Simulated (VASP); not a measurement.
Calculation: PBE GGA, VASP's PBE PAW potentials (set 64) (plane waves; VASP).

A VASP calculation is set up with these files.

**INCAR**
```
ALGO  =  Normal
EDIFF  =  1E-6
EDIFFG  =  -0.02
ENCUT  =  500
GGA  =  PE
IBRION  =  2
ISIF  =  3
ISMEAR  =  1
LASPH  =  .TRUE.
LCHARG  =  .FALSE.
LMAXMIX  =  4
LREAL  =  .FALSE.
LWAVE  =  .FALSE.
NELM  =  100
NSW  =  40
PREC  =  Accurate
PSTRESS  =  200
SIGMA  =  0.1
SYSTEM  =  CsSnI3
```

### KPOINTS
```
Automatic mesh
0
G
6 6 6
```

**POSCAR**
```
CsSnI3
1
    5.3992471254     0.0000000000     0.0000000000
   -0.0000000000     5.3992471254     0.0000000000
    0.0000000000    -0.0000000000     5.3992471254
Cs Sn I
1 1 3
Direct
  0.0000000000   0.0000000000   1.0000000000
  0.5000000000   0.5000000000   0.5000000000
  0.5000000000   0.0000000000   0.5000000000
  0.0000000000   0.5000000000   0.5000000000
  0.5000000000   0.5000000000   1.0000000000
```

POTCAR, in this order: Cs_sv Sn_d I (PBE.64 set). Program: vasp_std.

Output

OSZICAR:
```
       N       E                     dE             d eps       ncg     rms          rms(c)
DAV:   1     0.397477353797E+03    0.39748E+03   -0.19054E+04  1040   0.167E+03
DAV:   2     0.451270112849E+02   -0.35235E+03   -0.34422E+03  1168   0.375E+02
DAV:   3    -0.797630373954E+01   -0.53103E+02   -0.51722E+02  1282   0.137E+02
DAV:   4    -0.103059131741E+02   -0.23296E+01   -0.23238E+01  1232   0.309E+01
DAV:   5    -0.103666315689E+02   -0.60718E-01   -0.60651E-01  1646   0.540E+00    0.117E+01
DAV:   6    -0.103079491313E+02    0.58682E-01   -0.89203E-02  1386   0.171E+00    0.742E+00
DAV:   7    -0.103011012223E+02    0.68479E-02   -0.14004E-01  1312   0.176E+00    0.633E-01
DAV:   8    -0.102991136511E+02    0.19876E-02   -0.20338E-02  1266   0.850E-01    0.315E-01
DAV:   9    -0.102995368329E+02   -0.42318E-03   -0.16759E-03  1288   0.240E-01    0.103E-01
DAV:  10    -0.102995086986E+02    0.28134E-04   -0.98913E-05  1408   0.567E-02    0.225E-02
DAV:  11    -0.102995262472E+02   -0.17549E-04   -0.68870E-05  1258   0.415E-02    0.288E-02
DAV:  12    -0.102995257315E+02    0.51574E-06   -0.92381E-06  1288   0.152E-02
   1 F= 0.93485051E+01 E0= 0.93489902E+01  d E =0.934851E+01
```

### OUTCAR
```
------------------------ aborting loop because EDIFF is reached ----------------------------------------
  FORCE on cell =-STRESS in cart. coord.  units (eV):
  Direction    XX          YY          ZZ          XY          YZ          ZX
  --------------------------------------------------------------------------------------
  Total       19.6608168     19.6608168     19.6608168     -0.0000000     -0.0000000     -0.0000000
  in kB      200.1301507    200.1301507    200.1301507     -0.0000000     -0.0000000     -0.0000000
  external PRESSURE =       0.1301507 kB  Pullay stress =     200.0000000 kB
  volume of cell :      157.40
      direct lattice vectors                 reciprocal lattice vectors
     5.399247125  0.000000000  0.000000000     0.185211008  0.000000000  0.000000000
     0.000000000  5.399247125  0.000000000     0.000000000  0.185211008  0.000000000
     0.000000000  0.000000000  5.399247125     0.000000000  0.000000000  0.185211008
 POSITION                                       TOTAL-FORCE (eV/Angst)
 -----------------------------------------------------------------------------------
      0.00000      0.00000      0.00000         0.000000      0.000000      0.000000
      2.69962      2.69962      2.69962         0.000000      0.000000      0.000000
      2.69962      0.00000      2.69962         0.000000      0.000000      0.000000
      0.00000      2.69962      2.69962         0.000000      0.000000      0.000000
      2.69962      2.69962      0.00000         0.000000      0.000000      0.000000
 -----------------------------------------------------------------------------------
    total drift:                                0.000000      0.000000     -0.000000
  FREE ENERGIE OF THE ION-ELECTRON SYSTEM (eV)
  ---------------------------------------------------
  free  energy   TOTEN  =       -10.2995257315 eV

  energy  without entropy=      -10.2980703006  energy(sigma->0) =      -10.29904059
  enthalpy is  TOTEN    =         9.3485050782 eV   P V=       19.6480308097

 reached required accuracy - stopping structural energy minimisation
```
(Selected blocks of OUTCAR.)

The compound is CsSnI3 in the cubic perovskite structure, the ideal cubic form; the compound distorts at low or room temperature. It was relaxed first under an external pressure of 20 GPa.
